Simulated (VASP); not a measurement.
Wanted: the native input for a VASP 6.6.1 run.

```
Task                   : relaxation of the atoms
Functional             : PBEsol
Potentials or basis    : VASP PAW PBE potentials, release 64 (Lu, Be)
Cutoff                 : 520 eV
k mesh                 : 8 × 8 × 8
Occupations            : methfessel-paxton, width 0.1 eV
Spin                   : no spin polarisation
Further INCAR settings : ALGO = Normal; EDIFF = 1e-06; IBRION = 2; EDIFFG = -0.01; NSW = 40
```

The structure of LuBe lies in POSCAR:

```
LuBe
1.0
    3.3203700000      0.0000000000      0.0000000000
    0.0000000000      3.3203700000      0.0000000000
    0.0000000000      0.0000000000      3.3203700000
Lu Be
1 1
Direct
    0.0000000000      0.0000000000      0.0000000000
    0.5000000000      0.5000000000      0.5000000000
```

The cell was built by a generator and needn't be a form met in nature.

One way to write it, as run:

INCAR

```
ALGO     = Normal         # electronic algorithm
EDIFF    = 1E-6           # SCF threshold, eV
EDIFFG   = -0.01          # ionic threshold
ENCUT    = 520            # plane-wave cutoff, eV
GGA      = PS             # functional
IBRION   = 2              # ionic algorithm
ISIF     = 2              # what is computed and relaxed
ISMEAR   = 1              # smearing method
LASPH    = T              # aspherical terms in the spheres
LCHARG   = F              # write CHGCAR
LREAL    = F              # projectors in reciprocal space
LWAVE    = F              # write WAVECAR
NELM     = 60             # most SCF steps
NSW      = 40             # ionic steps
PREC     = Accurate       # precision mode
SIGMA    = 0.1            # smearing width, eV
```

KPOINTS

```
k-points
0
Gamma
  8 8 8
```

Potentials or basis: VASP PAW PBE potentials, release 64 (Lu, Be).

Launch:

```console
$ cat potpaw_PBE.64/Lu/POTCAR potpaw_PBE.64/Be/POTCAR > POTCAR
$ mpirun -np 1 vasp_std > vasp.out
```

It gave:

The pressure after relaxing is -2.1 GPa. The band gap on the k mesh is none (metal or under the smearing width).

Caveat: the relaxation stopped at its first step, so nothing moved; the PAW data sets were made with another functional, which shifts forces and pressure a little.

It took 22 s on 1 thread of Intel(R) Xeon(R) Platinum 8259CL CPU @ 2.50GHz (Skylake/Cascade Lake), with other jobs on the host, peak memory 0.18 GiB.
